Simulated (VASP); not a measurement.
# LiGe4N3 (P-43m) in VASP: settings compared

Aim: see how the results for LiGe4N3 move with the level of theory and the settings. Levels: PBE, r2SCAN. Tasks: relaxation of cell and atoms, single point.

Everything below comes from runs of VASP 6.6.1. Logs are shortened: lines on timing, memory, paths and dates and some standing lists are left out, and cuts for length are marked.

### Step 1. Starting point

It takes space group P-43m (No. 215, cubic). The conventional cell has a = 4.653 Å, b = 4.653 Å, c = 4.653 Å, α = 90.00°, β = 90.00°, γ = 90.00°. Li (site symmetry -43m) is surrounded by 6 N at 2.33 Å and 4 Ge at 2.37 Å. Ge (site symmetry 3m) has 3 N at 2.16 Å and 1 Li at 2.37 Å as nearest neighbours. N (site symmetry -42m) is surrounded by 4 Ge at 2.16 Å and 2 Li at 2.33 Å.

The cell was built by a generator and needn't be a form met in nature.

### Step 2. Relaxation of cell and atoms, PBE

File INCAR:

```
SYSTEM = LiGe4N3
PREC = Accurate
ENCUT = 520
EDIFF = 1E-6
ISMEAR = 0
SIGMA = 0.1
LREAL = .False.
LASPH = .True.
NELM = 120
ALGO = Normal
ISIF = 3
LWAVE = .False.
LCHARG = .False.
GGA = PE
IBRION = 2
NSW = 90
EDIFFG = -0.01
KPAR = 4
```

File KPOINTS:

```
Automatic mesh
0
Gamma
  6 6 6
  0 0 0
```

File POSCAR:

```
LiGe4N3
1.0
    4.6530000000      0.0000000000      0.0000000000
    0.0000000000      4.6530000000      0.0000000000
    0.0000000000      0.0000000000      4.6530000000
Li Ge N
1 4 3
Direct
    0.0000000000      0.0000000000      0.0000000000
    0.2937889500      0.2937889500      0.2937889500
    0.2937889500      0.7062110500      0.7062110500
    0.7062110500      0.7062110500      0.2937889500
    0.7062110500      0.2937889500      0.7062110500
    0.5000000000      0.0000000000      0.0000000000
    0.0000000000      0.5000000000      0.0000000000
    0.0000000000      0.0000000000      0.5000000000
```

Potentials or basis: VASP PAW PBE potentials, release 64 (Li_sv, Ge_d, N).

On the command line:

```console
> cat potpaw_PBE.64/Li_sv/POTCAR potpaw_PBE.64/Ge_d/POTCAR potpaw_PBE.64/N/POTCAR > POTCAR
> mpirun -np 4 vasp_std > vasp.out
```

OUTCAR:

```text
SYSTEM = LiGe4N3
   PREC = Accurate
   ENCUT = 520
   EDIFF = 1E-6
   ISMEAR = 0
   LREAL = .False.
   LASPH = .True.
   NELM = 120
   ISIF = 3
   GGA = PE
   IBRION = 2
   NSW = 90
   EDIFFG = -0.01

 ion  position               nearest neighbor table
   1  0.000  0.000  0.000-   2 2.37   3 2.37   4 2.37   5 2.37
   2  0.294  0.294  0.294-   6 2.16   7 2.16   8 2.16   1 2.37   3 2.71   4 2.71   5 2.71
   3  0.294  0.706  0.706-   6 2.16   7 2.16   8 2.16   1 2.37   2 2.71   4 2.71   5 2.71
   4  0.706  0.706  0.294-   6 2.16   7 2.16   8 2.16   1 2.37   2 2.71   3 2.71   5 2.71
   5  0.706  0.294  0.706-   6 2.16   7 2.16   8 2.16   1 2.37   2 2.71   3 2.71   4 2.71
   6  0.500  0.000  0.000-   2 2.16   3 2.16   4 2.16   5 2.16
   7  0.000  0.500  0.000-   2 2.16   3 2.16   4 2.16   5 2.16
   8  0.000  0.000  0.500-   2 2.16   3 2.16   4 2.16   5 2.16

  LATTYP: Found a simple cubic cell.
 ALAT       =     4.6530000000

  Lattice vectors:

 A1 = (   4.6530000000,   0.0000000000,   0.0000000000)
 A2 = (   0.0000000000,   4.6530000000,   0.0000000000)
 A3 = (   0.0000000000,   0.0000000000,   4.6530000000)

Analysis of symmetry for initial positions (statically):
=====================================================================
 Subroutine PRICEL returns:
 Original cell was already a primitive cell.

 Routine SETGRP: Setting up the symmetry group for a
 simple cubic supercell.

 Subroutine GETGRP returns: Found 24 space group operations
 (whereof 24 operations were pure point group operations)
 out of a pool of 48 trial point group operations.

The static configuration has the point symmetry T_d .

Analysis of symmetry for dynamics (positions and initial velocities):
=====================================================================
 Subroutine PRICEL returns:
 Original cell was already a primitive cell.

 Routine SETGRP: Setting up the symmetry group for a
 simple cubic supercell.

 Subroutine GETGRP returns: Found 24 space group operations
 (whereof 24 operations were pure point group operations)
 out of a pool of 48 trial point group operations.

The dynamic configuration has the point symmetry T_d .

 Subroutine INISYM returns: Found 24 space group operations
 (whereof 24 operations are pure point group operations),
 and found     1 'primitive' translations

----------------------------------------------------------------------------------------

                                     Primitive cell

  volume of cell :     100.7394

  direct lattice vectors                    reciprocal lattice vectors
     4.653000000  0.000000000  0.000000000     0.214915109  0.000000000  0.000000000
     0.000000000  4.653000000  0.000000000     0.000000000  0.214915109  0.000000000
     0.000000000  0.000000000  4.653000000     0.000000000  0.000000000  0.214915109

  length of vectors
     4.653000000  4.653000000  4.653000000     0.214915109  0.214915109  0.214915109

  position of ions in fractional coordinates (direct lattice)
     0.000000000  0.000000000  0.000000000
     0.293788950  0.293788950  0.293788950
     0.293788950  0.706211050  0.706211050
     0.706211050  0.706211050  0.293788950
     0.706211050  0.293788950  0.706211050
     0.500000000  0.000000000  0.000000000
     0.000000000  0.500000000  0.000000000
     0.000000000  0.000000000  0.500000000

  ion indices of the primitive-cell ions
   primitive index   ion index
                 1           1
                 2           2
                 3           3
                 4           4
                 5           5
                 6           6
                 7           7
                 8           8

----------------------------------------------------------------------------------------

 KPOINTS: Automatic mesh

Automatic generation of k-mesh.
 Grid dimensions read from file:
 generate k-points for:    6    6    6

 Generating k-lattice:

  Cartesian coordinates                     Fractional coordinates (reciprocal lattice)
[... 39 lines left out ...]
   total plane-waves  NPLWV =  46656
   dimension x,y,z NGX =    36 NGY =   36 NGZ =   36
   dimension x,y,z NGXF=    72 NGYF=   72 NGZF=   72
   ions per type =               1   4   3
   NGX,Y,Z   is equivalent  to a cutoff of  12.86, 12.86, 12.86 a.u.
   NGXF,Y,Z  is equivalent  to a cutoff of  25.72, 25.72, 25.72 a.u.
 SYSTEM =  LiGe4N3
   PREC   = accura    normal or accurate (medium, high low for compatibility)
   ISTART =      0    job   : 0-new  1-cont  2-samecut
   ICHARG =      2    charge: 1-file 2-atom 10-const
   ISPIN  =      1    spin polarized calculation?
   LNONCOLLINEAR =      F non collinear calculations
   LSORBIT =      F    spin-orbit coupling
   LASPH  =      T    aspherical Exc in radial PAW
   ENCUT  =  520.0 eV  38.22 Ry    6.18 a.u.   8.65  8.65  8.65*2*pi/ulx,y,z
   NELM   =    120;   NELMIN=  2; NELMDL= -5     # of ELM steps
   EDIFF  = 0.1E-05   stopping-criterion for ELM
   LREAL  =      F    real-space projection
   EDIFFG = -.1E-01   stopping-criterion for IOM
   NSW    =     90    number of steps for IOM
   IBRION =      2    ionic relax: 0-MD 1-quasi-New 2-CG
   NFREE  =      1    steps in history (QN), initial steepest desc. (CG)
   ISIF   =      3    stress and relaxation
   ISYM   =      2    0-nonsym 1-usesym 2-fastsym
   POTIM  = 0.5000    time-step for ionic-motion
   TEBEG  =    0.0;   TEEND  =   0.0 temperature during run
   PSTRESS=    0.0 pullay stress
   NELECT =      74.0000    total number of electrons
   NUPDOWN=      -1.0000    fix difference up-down
   EMIN   =  10.00;   EMAX   =-10.00  energy-range for DOS
   EFERMI =   0.00;   METHOD = LEGACY
   ISMEAR =     0;   SIGMA  =   0.10  broadening in eV -4-tet -1-fermi 0-gaus
   EFERMI_NEDOS =   21; number of points for ismear=-14 and -15
   IALGO  =     38    algorithm
   IMIX   =      4    mixing-type and parameters
     AMIX     =   0.40;   BMIX     =  1.00
     AMIX_MAG =   1.60;   BMIX_MAG =  1.00
  volume/ion in A,a.u.               =      12.59        84.98
  Fermi-wavevector in a.u.,A,eV,Ry     =   1.477131  2.791373 29.686770  2.181916
  Thomas-Fermi vector in A             =   2.591573
   LORBIT       =      0    0 simple, 1 ext, 2 COOP (PROOUT), +10 PAW based schemes
   GGA     = PE    functional components
   LHFCALC =     F    Hartree Fock is set to
   AEXX    =    0.0000 exact exchange contribution
   IVDW    =     0    specifies the selected vdW correction
   LEPSILON=     F    determine dielectric tensor
   LRPA    =     F    only Hartree local field effects (RPA)
 conjugate gradient relaxation of ions
 non-spin polarized calculation
 Gauss-broadening in eV      SIGMA  =   0.10
  energy-cutoff  :      520.00
  volume of cell :      100.74
 maximum number of plane-waves:      2800
 NGX is ok and might be reduce to    36
   NGX = 17   NGY = 17   NGZ = 17

--------------------------------------- Ionic step        1  -------------------------------------------

 number of electron      74.0000031 magnetization

 Free energy of the ion-electron system (eV)
  ---------------------------------------------------
  ext. energy  EPLUGINS =         0.00000000
  ---------------------------------------------------
  free energy    TOTEN  =       -42.49427078 eV

  energy without entropy =      -42.48885492  energy(sigma->0) =      -42.49156285

------------------------ aborting loop because EDIFF is reached ----------------------------------------

  FORCE on cell =-STRESS in cart. coord.  units (eV):
  Direction    XX          YY          ZZ          XY          YZ          ZX
  --------------------------------------------------------------------------------------
  -------------------------------------------------------------------------------------
  Total       -0.1471533     -0.1471533     -0.1471533      0.0000000      0.0000000     -0.0000000
  in kB       -2.3403533     -2.3403533     -2.3403533      0.0000000      0.0000000     -0.0000000
  external PRESSURE =      -2.3403533 kB  Pullay stress =       0.0000000 kB

 VOLUME and BASIS-vectors are now :
 -----------------------------------------------------------------------------
  energy-cutoff  :      520.00
  volume of cell :      100.74
      direct lattice vectors                 reciprocal lattice vectors
     4.653000000  0.000000000  0.000000000     0.214915109  0.000000000  0.000000000
     0.000000000  4.653000000  0.000000000     0.000000000  0.214915109  0.000000000
     0.000000000  0.000000000  4.653000000     0.000000000  0.000000000  0.214915109

 POSITION                                       TOTAL-FORCE (eV/Angst)
 -----------------------------------------------------------------------------------
      0.00000      0.00000      0.00000        -0.000000     -0.000000     -0.000000
      1.36700      1.36700      1.36700         0.014661      0.014661      0.014661
      1.36700      3.28600      3.28600         0.014661     -0.014661     -0.014661
      3.28600      3.28600      1.36700        -0.014661     -0.014661      0.014661
      3.28600      1.36700      3.28600        -0.014661      0.014661     -0.014661
      2.32650      0.00000      0.00000        -0.000000      0.000000     -0.000000
      0.00000      2.32650      0.00000        -0.000000     -0.000000     -0.000000
      0.00000      0.00000      2.32650        -0.000000      0.000000      0.000000
 -----------------------------------------------------------------------------------
    total drift:                                0.000000      0.000000      0.000000

  FREE ENERGIE OF THE ION-ELECTRON SYSTEM (eV)
  ---------------------------------------------------
  free  energy   TOTEN  =       -42.4942707783 eV

  energy  without entropy=      -42.4888549228  energy(sigma->0) =      -42.49156285

--------------------------------------- Ionic step        2  -------------------------------------------

 number of electron      74.0000027 magnetization

 Free energy of the ion-electron system (eV)
  ---------------------------------------------------
  ext. energy  EPLUGINS =         0.00000000
  ---------------------------------------------------
  free energy    TOTEN  =       -42.49453122 eV

  energy without entropy =      -42.48905735  energy(sigma->0) =      -42.49179428

 E-fermi :   6.8607     XC(G=0): -11.4309

 val. band max:        6.8457561983   @ k =   0.1667   0.0000   0.0000
 cond. band min:       6.9095423088   @ k =   0.5000   0.3333   0.3333
 fundamental gap:      0.0637861105
 Fermi energy:         6.8606813657

 k-point     1 :       0.0000    0.0000    0.0000
  band No.  band energies     occupation
      1     -39.9614      2.00000
      2     -18.0254      2.00000
      3     -18.0254      2.00000
      4     -18.0219      2.00000
      5     -17.9778      2.00000
      6     -17.9778      2.00000
[... 929 lines left out ...]
     43      11.5347      0.00000
     44      12.5923      0.00000

------------------------ aborting loop because EDIFF is reached ----------------------------------------

  FORCE on cell =-STRESS in cart. coord.  units (eV):
  Direction    XX          YY          ZZ          XY          YZ          ZX
  --------------------------------------------------------------------------------------
  -------------------------------------------------------------------------------------
  Total       -0.0565230     -0.0565230     -0.0565230      0.0000000      0.0000000      0.0000000
  in kB       -0.9013495     -0.9013495     -0.9013495      0.0000000      0.0000000      0.0000000
  external PRESSURE =      -0.9013495 kB  Pullay stress =       0.0000000 kB

 VOLUME and BASIS-vectors are now :
 -----------------------------------------------------------------------------
  energy-cutoff  :      520.00
  volume of cell :      100.47
      direct lattice vectors                 reciprocal lattice vectors
     4.648871006 -0.000000000 -0.000000000     0.215105990 -0.000000000  0.000000000
     0.000000000  4.648871006  0.000000000     0.000000000  0.215105990 -0.000000000
    -0.000000000  0.000000000  4.648871006     0.000000000 -0.000000000  0.215105990

 POSITION                                       TOTAL-FORCE (eV/Angst)
 -----------------------------------------------------------------------------------
      4.64887      4.64887      4.64887        -0.000000     -0.000000      0.000000
      1.36649      1.36649      1.36649         0.003654      0.003654      0.003654
      1.36649      3.28238      3.28238         0.003654     -0.003654     -0.003654
      3.28238      3.28238      1.36649        -0.003654     -0.003654      0.003654
      3.28238      1.36649      3.28238        -0.003654      0.003654     -0.003654
      2.32444      0.00000      4.64887         0.000000     -0.000000      0.000000
      4.64887      2.32444      4.64887        -0.000000     -0.000000      0.000000
      4.64887      0.00000      2.32444        -0.000000     -0.000000      0.000000
 -----------------------------------------------------------------------------------
    total drift:                                0.000000      0.000000      0.000000

  FREE ENERGIE OF THE ION-ELECTRON SYSTEM (eV)
  ---------------------------------------------------
  free  energy   TOTEN  =       -42.4945312195 eV

  energy  without entropy=      -42.4890573459  energy(sigma->0) =      -42.49179428

 reached required accuracy - stopping structural energy minimisation
```

Run time: 26 s. Hardware: 4 MPI ranks of Intel Xeon Platinum 8488C (Sapphire Rapids), shared host; peak memory 0.25 GiB.

The run converged, but some of its settings lie outside the range that counts as converged, so its numbers aren't taken as properties of the crystal.

Results:

- Free energy: -42.4945 eV
- Relaxed volume: 12.56 Å³/atom
- Relaxed cell: a = 4.649 Å, b = 4.649 Å, c = 4.649 Å, α = 90.00°, β = 90.00°, γ = 90.00°
- Space group after relaxing (to 0.05 Å): P-43m (No. 215)
- Energy gained by relaxing: 0.0 meV/atom
- Ionic steps: 2
- Largest force after relaxing: 0.006 eV/Å
- Band gap on the k mesh: none (metal or under the smearing width)

Caveat: the cutoff is under 1.25 times the usual one of these potentials, so pressure, stress and relaxed cells hold a basis-set (Pulay) error.

### Step 3. Relaxation of cell and atoms, PBE

This run uses another cell than the first one, of 12.56 Å³/atom, 0.997 times its volume.

Edit INCAR of step 2 so:

```diff
@@ -3,3 +3,3 @@
 ENCUT = 520
-EDIFF = 1E-6
+EDIFF = 1E-7
 ISMEAR = 0
@@ -15,4 +15,5 @@
 IBRION = 2
-NSW = 90
-EDIFFG = -0.01
+NSW = 60
+EDIFFG = -0.005
+POTIM = 0.3
 KPAR = 4
```

KPOINTS is that of step 2.

File POSCAR:

```
LiGe4N3                                 
1.0
    4.6488710059     -0.0000000000     -0.0000000000
    0.0000000000      4.6488710059      0.0000000000
   -0.0000000000      0.0000000000      4.6488710059
  Li              Ge              N             
     1     4     3
Direct
     1.0000000000000000    1.0000000000000000    1.0000000000000000
     0.2939409565076650    0.2939409565076650    0.2939409565076650
     0.2939409565076650    0.7060590434923351    0.7060590434923351
     0.7060590434923351    0.7060590434923351    0.2939409565076650
     0.7060590434923351    0.2939409565076650    0.7060590434923351
     0.5000000000000000    0.0000000000000000    1.0000000000000000
     1.0000000000000000    0.5000000000000000    1.0000000000000000
     1.0000000000000000    0.0000000000000000    0.5000000000000000
```

Potentials or basis: VASP PAW PBE potentials, release 64 (Li_sv, Ge_d, N).

On the command line:

```console
> cat potpaw_PBE.64/Li_sv/POTCAR potpaw_PBE.64/Ge_d/POTCAR potpaw_PBE.64/N/POTCAR > POTCAR
> mpirun -np 4 vasp_std > vasp.out
```

Wall time 23 s (4 MPI ranks of Intel Xeon Platinum 8488C (Sapphire Rapids), shared host); peak memory 0.24 GiB.

These settings aren't checked as converged: the numbers below hold their error.

Results:

* Free energy: -42.4942 eV
* Energy gained by relaxing: 0.0 meV/atom
* Ionic steps: 2
* Band gap on the k mesh: none (metal or under the smearing width)

Caveat: the cutoff is under 1.25 times the usual one of these potentials, so pressure, stress and relaxed cells hold a basis-set (Pulay) error.

(Part 1 of 2 ends here.)
